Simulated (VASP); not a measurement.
Here is the system:

```yaml
crystal:
  lattice:
    - [2.29810, -3.98042, 0.00000]
    - [2.29810, 3.98042, 0.00000]
    - [0.00000, 0.00000, 7.02177]
  atoms:
    - { symbol: Pb, position: [0.00000, 0.00000, 0.00000] }
    - { symbol: I, position: [0.33333, 0.66667, 0.26811] }
    - { symbol: I, position: [0.66667, 0.33333, 0.73189] }
```

The numbers are results of PBE GGA with D3 dispersion (zero damping), VASP's PBE PAW potentials (set 64) (plane waves; VASP 6.6.1), not measurements. Numerical set-up: 520 eV cut-off, Gaussian smearing of 0.050 eV, potentials Pb_d I.

Unless said otherwise, spin-orbit coupling is left out, though it shifts the bands of the heavy elements here.

Q: Predict the band gap (along the path) with the smallest direct gap where there is one.

A: 
```
Property                                Value
------------------------------------  -------
band gap (along the path)             2.22 eV
smallest direct gap (along the path)  2.22 eV
```

The compound is PbI2 in the 1T layered structure. It was relaxed first.
